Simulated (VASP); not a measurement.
A run of VASP 6.6.1 is set up as follows.

The input INCAR:

```
SYSTEM = MgO
PREC = Accurate
ENCUT = 520
EDIFF = 1E-6
ISMEAR = 0
SIGMA = 0.03
LREAL = .FALSE.
LASPH = .TRUE.
NELM = 80
ALGO = Normal
ISIF = 2
LWAVE = .FALSE.
LCHARG = .FALSE.
NBANDS = 11
```

File KPOINTS:

```
regular mesh
0
G
  12 12 12
  0 0 0
```

Contents of POSCAR:

```
MgO                                     
1.0
    0.0000000000      2.1039232588      2.1039232588
    2.1039232588      0.0000000000      2.1039232588
    2.1039232588      2.1039232588      0.0000000000
  Mg              O             
     1     1
Direct
     0.0000000000000000    0.0000000000000000    0.0000000000000000
     0.5000000000000000    0.5000000000000000    0.5000000000000000
```

KPOINTS_OPT

```
explicit points
302
Reciprocal
 0.0000000000  0.0000000000  0.0000000000 1
 0.0263157895  0.0000000000  0.0263157895 1
 0.0526315789  0.0000000000  0.0526315789 1
 0.0789473684  0.0000000000  0.0789473684 1
 0.1052631579  0.0000000000  0.1052631579 1
 0.1315789474  0.0000000000  0.1315789474 1
[... 294 lines left out ...]
 0.4916948600  0.0083051400  0.5000000000 1
 0.5083051400 -0.0083051400  0.5000000000 1
```

Potentials or basis: VASP PAW LDA potentials, release 64 (Mg, O).

Launch:

```sh
$ cat potpaw_LDA.64/Mg/POTCAR potpaw_LDA.64/O/POTCAR > POTCAR
$ mpirun -np 1 vasp_std > vasp.out
```

Predict the band gap along the path.

4.69 eV, direct.

Estimate the band gap on the k mesh.

4.69 eV, direct.

Levels at the corners of the path, in eV from the valence-band top:
```tsv
point	band 2	band 3	band 4	band 5	band 6	band 7
Γ	0.00	0.00	0.00	4.69	15.54	15.54
X	-4.17	-1.38	-1.38	8.89	9.73	12.93
X	-4.17	-1.38	-1.38	8.89	9.73	12.93
W	-3.02	-3.02	-1.81	11.47	11.47	11.92
W	-3.02	-3.02	-1.81	11.47	11.47	11.92
K	-3.57	-2.77	-1.17	9.89	11.54	12.36
K	-3.57	-2.77	-1.17	9.89	11.54	12.36
Γ	0.00	0.00	0.00	4.69	15.54	15.54
Γ	0.00	0.00	0.00	4.69	15.54	15.54
L	-4.71	-0.67	-0.67	7.75	12.43	16.03
L	-4.71	-0.67	-0.67	7.75	12.43	16.03
U	-3.57	-2.77	-1.17	9.89	11.54	12.36
U	-3.57	-2.77	-1.17	9.89	11.54	12.36
W	-3.02	-3.02	-1.81	11.47	11.47	11.92
W	-3.02	-3.02	-1.81	11.47	11.47	11.92
L	-4.71	-0.67	-0.67	7.75	12.43	16.03
L	-4.71	-0.67	-0.67	7.75	12.43	16.03
K	-3.57	-2.77	-1.17	9.89	11.54	12.36
U	-3.57	-2.77	-1.17	9.89	11.54	12.36
X	-4.17	-1.38	-1.38	8.89	9.73	12.93
```

**What was measured.**

“Electronic structure of alkaline earth and post-transition metal oxides”, 2009, arxiv:0908.1581 quotes, for a bulk crystal of MgO: band gap 7.83 eV.

Measured gap of MgO: 7.83 eV (quoted in “Electronic structure of alkaline earth and post-transition metal oxides”, 2009, arxiv:0908.1581). This calculation gives 4.69 eV (-3.14 eV). The value is that of LDA, without temperature or zero-point motion. Semilocal functionals fall short of measured gaps as a rule.
